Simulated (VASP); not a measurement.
Level of theory: RPBE GGA, VASP's PBE PAW potentials (set 64) (plane waves; VASP 6.6.1).

A VASP calculation is set up with these files.

**INCAR**
```
! general
SYSTEM  = SnSe2
PREC    = Accurate
ENCUT   = 520
LREAL   = F
LASPH   = T

! electronic loop
EDIFF   = 1E-7
NELM    = 100
ALGO    = Normal
LMAXMIX = 4

! smearing
ISMEAR  = -5

! functional
GGA     = RP

! ions
ISIF    = 2

! output
LWAVE   = F
LCHARG  = T
LORBIT  = 11
NEDOS   = 601

! other
LEFG    = T
```

File KPOINTS:
```
Automatic mesh
0
Gamma
7 7 3
0 0 0
```

### POSCAR
```
SnSe2
1
    1.9578087733    -3.3910244949     0.0000000000
    1.9578087733     3.3910244949     0.0000000000
   -0.0000000000     0.0000000000     7.8601839064
Sn Se
1 2
Direct
  0.0000000000   0.0000000000   0.0000000000
  0.3333330000   0.6666670000   0.2031969737
  0.6666670000   0.3333330000   0.7968030263
```

POTCAR, in this order: Sn_d Se (PBE.64 set). Program: vasp_std.

Without a dispersion term in the relaxation, distances and binding between the weakly bound layers, chains or molecules are unreliable, and so is what depends on them.

Question: Estimate the energy per atom (σ→0).

Answer: 
```yaml
energy per atom (σ→0): -3.660 eV/atom
```

**OSZICAR**
```
...
DAV:   8    -0.109784787301E+02   -0.17005E-02   -0.16588E-02   900   0.125E+00    0.263E-01
DAV:   9    -0.109794557463E+02   -0.97702E-03   -0.24706E-03   787   0.422E-01    0.923E-02
DAV:  10    -0.109794822486E+02   -0.26502E-04   -0.16013E-04  1077   0.109E-01    0.361E-02
DAV:  11    -0.109795392329E+02   -0.56984E-04   -0.15457E-04   797   0.816E-02    0.115E-02
DAV:  12    -0.109795394421E+02   -0.20924E-06   -0.47914E-06   914   0.170E-02    0.960E-03
DAV:  13    -0.109795404550E+02   -0.10129E-05   -0.50590E-06   756   0.161E-02    0.146E-03
DAV:  14    -0.109795405262E+02   -0.71203E-07   -0.15822E-07   757   0.316E-03
   1 F= -.10979541E+02 E0= -.10979541E+02  d E =0.000000E+00
```

The compound is SnSe2 in the 1T layered structure. It was relaxed first, which changed the volume by +35 %.
